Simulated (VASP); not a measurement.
Given:

```
CELL_PARAMETERS angstrom
      4.75807     0.00000     0.00000
      0.00000     4.75807     0.00000
      0.00000     0.00000     3.22519
ATOMIC_POSITIONS crystal
  Mn 0.00000 0.00000 0.00000
  Mn 0.50000 0.50000 0.50000
  F  0.30225 0.30225 0.00000
  F  0.80225 0.19775 0.50000
  F  0.19775 0.80225 0.50000
  F  0.69775 0.69775 0.00000
```
Starting moments (μB, in the order of the record's atoms Mn Mn F F F F): 4.4 -4.4 0.0 0.0 0.0 0.0.

Computed with LDA (Ceperley-Alder, Perdew-Zunger), VASP's LDA PAW potentials (set 64) (plane waves; VASP). Numerical set-up: 520 eV cut-off, 5×5×8 Γ-centred mesh, tetrahedra with Blöchl corrections, potentials Mn_pv F.

The cores are frozen, which limits the accuracy of field gradients.

Task: Give the principal components of the electric field gradient (V/Å²) and the asymmetry η at each nucleus.

Result: 
| atom | Vxx | Vyy | Vzz | η |
|---|---|---|---|---|
| Mn1 | -18.3 | -9.5 | 27.8 | 0.32 |
| Mn2 | -18.3 | -9.5 | 27.8 | 0.32 |
| F3 | 45.8 | 17.2 | -63.0 | 0.45 |
| F4 | 45.8 | 17.2 | -63.0 | 0.45 |
| F5 | 45.8 | 17.2 | -63.0 | 0.45 |
| F6 | 45.8 | 17.2 | -63.0 | 0.45 |

The compound is MnF2 in the rutile structure. It was relaxed first, which changed the volume by -7 %.
